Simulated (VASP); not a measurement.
Consider the following.

```yaml
crystal:
  lattice:
    - [0.00000, 2.75222, 2.75222]
    - [2.75222, 0.00000, 2.75222]
    - [2.75222, 2.75222, 0.00000]
  atoms:
    - { symbol: Li, position: [0.00000, 0.00000, 0.00000] }
    - { symbol: Br, position: [0.50000, 0.50000, 0.50000] }
```

The numbers are results of PBE GGA, VASP's PBE PAW potentials (set 64) (plane waves; VASP 6.6.1), not measurements. Settings: PREC = Normal, EDIFF = 1E-5, 450 eV cut-off, 9×9×9 Γ-centred mesh, Gaussian smearing of 0.050 eV, potentials Li_sv Br.

Q: Estimate the energy per atom (σ→0), band gap (on the k-mesh) with the smallest direct gap where there is one.

A: 
```yaml
band gap (on the k-mesh): 4.96 eV
smallest direct gap (on the k-mesh): 4.96 eV
energy per atom (σ→0): -321.0 kJ/mol-atom
```

The compound is LiBr in the rock salt structure. It was relaxed first.
